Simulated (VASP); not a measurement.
Input:

```
Re
1.0
    1.38000    -2.39023     0.00000
    1.38000     2.39023     0.00000
    0.00000     0.00000     4.46000
Re
2
Direct
  0.33333   0.66667   0.25000
  0.66667   0.33333   0.75000
```

Level of theory: LDA (Ceperley-Alder, Perdew-Zunger), VASP's LDA PAW potentials (set 64) (plane waves; VASP 6.6.1). Numerical set-up: 520 eV cut-off, 14×14×8 Γ-centred mesh, first-order Methfessel-Paxton smearing of 0.10 eV, potentials Re.

Energy and stress use the plane-wave basis of the starting cell.

Q: The ions, cell shape and volume are relaxed. Give the cell that the relaxation ends in.

A: 
```
Re
1.0
    1.36994    -2.37280     0.00000
    1.36994     2.37280     0.00000
    0.00000     0.00000     4.42764
Re
2
Direct
  0.33333   0.66667   0.25000
  0.66667   0.33333   0.75000
```
Space group P6_3/mmc (194), at a tolerance of 0.03 Å.

Q: How do energy and volume change from the first to the last step?

A: The energy (σ→0) changes by -8.8 meV/atom and the volume by -2.2 %, in 4 ionic steps.

The compound is Re in the hcp structure. This run relaxes it. Symmetry was kept, so distortions that lower it aren't found.
